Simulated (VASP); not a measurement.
```xyz
3
Lattice="0.0000 2.9714 2.9714 2.9714 0.0000 2.9714 2.9714 2.9714 0.0000" Properties=species:S:1:pos:R:3 pbc="T T T"
Al     1.4857     1.4857     1.4857
Al     4.4571     4.4571     4.4571
Pt     0.0000     0.0000     0.0000
```

Method: PBE GGA, VASP's PBE PAW potentials (set 64) (plane waves; VASP 6.6.1). Run with 480 eV cut-off, 8×8×8 Γ-centred mesh, first-order Methfessel-Paxton smearing of 0.10 eV, potentials Al Pt.

**Question.** The ions, cell shape and volume at an external pressure of 2.0 GPa are relaxed. Which structure does the run end with?

**Answer.** 
```xyz
3
Lattice="0.0000 2.9571 2.9571 2.9571 0.0000 2.9571 2.9571 2.9571 0.0000" Properties=species:S:1:pos:R:3 pbc="T T T"
Al     1.4786     1.4786     1.4786
Al     4.4357     4.4357     4.4357
Pt     0.0000     0.0000     0.0000
```
Space group Fm-3m (225), at a tolerance of 0.03 Å.

**Question.** How do energy and volume change from the first to the last step?

**Answer.** The energy (σ→0) changes by +1.6 meV/atom and the volume by -1.4 %, in 3 ionic steps.

The compound is PtAl2 in the fluorite structure. This run relaxes it under an external pressure of 2 GPa. Symmetry was kept, so distortions that lower it aren't found.
